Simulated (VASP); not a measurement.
Runs of VASP 6.6.1 on CrInF3. Symmetry: Pm-3m, No. 221, cubic system. Conventional cell: a = 3.911 Å, b = 3.911 Å, c = 3.911 Å, α = 90.00°, β = 90.00°, γ = 90.00°. Cr (site symmetry m-3m) is surrounded by 6 F at 1.96 Å. In (site symmetry m-3m) has 12 F at 2.77 Å as nearest neighbours. F (site symmetry 4/mmm) is surrounded by 2 Cr at 1.96 Å. The cell was built by a generator and needn't be a form met in nature.

```csv
task,level,potentials or basis,spin,U,fixed moment (μB),cell,cutoff (eV),smearing,LDAUTYPE,hund's J,atoms held fixed (from 0),gap on the mesh (eV),pressure (GPa),moment (μB),relaxed volume (Å³/atom)
single point,PBE,"VASP PAW PBE potentials, release 64 (Cr_pv, In_d, F)","collinear, ferromagnetic start",-,-,as given,520,fermi-dirac 0.05 eV,-,-,-,none,29.9,3.98,-
electric field gradients,PBE+dDsC,"VASP PAW PBE potentials, release 64 (Cr_pv, In_d, F)","collinear, zero start",-,-,as given,520,fermi-dirac 0.1 eV,-,-,-,none,(a),0.00,-
relaxation of cell and atoms,LDA,"VASP PAW LDA potentials, release 64 (Cr_pv, In_d, F)","collinear, ferromagnetic start",-,-,relaxed,600,gaussian 0.05 eV,-,-,-,none,0.0,4.00,13.67
relaxation of cell and atoms,PBE,"VASP PAW PBE potentials, release 64 (Cr_pv, In_d, F)","collinear, ferromagnetic start",-,-,relaxed,600,gaussian 0.05 eV,-,-,-,none,0.0,4.00,15.24
relaxation of the atoms,PBE+D4+U,"VASP PAW PBE potentials, release 64 (Cr_sv_GW, In_d_GW, F_GW)","collinear, ferromagnetic start","Cr d U = 4.5 eV, J = 0.5 eV",4,atoms relaxed,600,gaussian 0.05 eV,1,0.5,[0],-,27.9,4.00,-
optical spectrum,RPBE+U,"VASP PAW PBE potentials, release 54 (Cr, In, F)","collinear, ferromagnetic start",Cr d U = 5.3 eV,-,volume scaled by 0.96,500,fermi-dirac 0.05 eV,-,-,-,none,(b),4.00,-
```

Alike in all rows: k mesh 7 × 7 × 7.

Question: Fill in the values left out.

Answer: (a) 16.1; (b) 45.4.

Caveats: a cell with one magnetic atom can't hold antiferromagnetic order, which such compounds often take (some runs); semilocal functionals often make such compounds metallic where correlation or magnetic order opens a gap, which also shifts bond lengths (some runs); a pressure of tens of GPa on the cell as given is suspect, and the run, the potentials or the cell itself is likely at fault (some runs); so large a pressure means that the cell lies far from this level's equilibrium, or that cutoff or potentials fall short (some runs); pairwise dispersion overbinds metals, which lowers pressure and volume (some runs); the volume moved by over 15 % at a fixed basis, so the end points are rough (some runs); the cutoff is under 1.25 times the usual one of these potentials, so pressure, stress and relaxed cells hold a basis-set (Pulay) error (some runs).

A k mesh can miss the band edges, and the runs leave out spin-orbit coupling on In.

A gap of «none» marks a metal or a gap under the smearing width.

The runs don't all hold the same shells in valence.
